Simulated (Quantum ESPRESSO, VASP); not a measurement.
An input for Quantum ESPRESSO (PBEsol, PseudoDojo standard norm-conserving (PBESOL) pseudopotentials):

```
&control
 calculation = 'scf'
 outdir = './tmp/'
 pseudo_dir = './'
 tprnfor = .true.
 tstress = .true.
/
&system
 ibrav = 0
 nat = 5
 ntyp = 3
 ecutwfc = 85
 occupations = 'smearing'
 smearing = 'gauss'
 degauss = 0.0147
/
&electrons
 conv_thr = 1.0e-11
 mixing_beta = 0.3
/
ATOMIC_SPECIES
Sc    44.9559  Sc.upf
In   114.8180  In.upf
N     14.0070  N.upf
ATOMIC_POSITIONS crystal
Sc    0.499931000    0.508552000    0.007676000
Sc   -0.005445000    0.497790000    0.498951000
Sc    0.499182000   -0.001980000    0.501539000
In   -0.005578000   -0.008944000    0.003253000
N     0.511909000    0.504582000    0.488580000
K_POINTS automatic
4 4 4  0 0 0
CELL_PARAMETERS angstrom
   4.375171000     0.000000000     0.000000000
   0.000000000     4.375171000     0.000000000
   0.000000000     0.000000000     4.375171000
```

Task: Translate it to VASP.

Result: One set of files that does it:

**POSCAR**
```
Sc3InN
1
    4.3751710000     0.0000000000     0.0000000000
    0.0000000000     4.3751710000     0.0000000000
    0.0000000000     0.0000000000     4.3751710000
Sc In N
3 1 1
Direct
  0.4999310000   0.5085520000   0.0076760000
 -0.0054450000   0.4977900000   0.4989510000
  0.4991820000  -0.0019800000   0.5015390000
 -0.0055780000  -0.0089440000   0.0032530000
  0.5119090000   0.5045820000   0.4885800000
```

File KPOINTS:
```
Automatic mesh
0
Gamma
4 4 4
0 0 0
```

### INCAR
```
# general
SYSTEM   =  Sc3InN
PREC     =  Accurate
ENCUT    =  400
LREAL    =  .False.
LASPH    =  .True.

# electronic loop
EDIFF    =  1E-6
NELM     =  100
ALGO     =  Normal
LMAXMIX  =  4

# smearing
ISMEAR   =  0
SIGMA    =  0.2

# functional
GGA      =  PS

# ions
ISIF     =  2

# output
LWAVE    =  .False.
LCHARG   =  .False.
```

POTCAR, in this order: Sc_sv In_d N (PBE.64 set). Program: vasp_std.

Both are inputs of real runs that ended normally. What can't carry over is the choice of potentials or basis and its cut-off, and each code's defaults.

The structure comes from a computed database's Sc3InN entry; how it stands against other phases isn't given here. The cell was not relaxed at this level, atoms are displaced from their ideal sites, and its volume differs by -5.9 % from the start's.
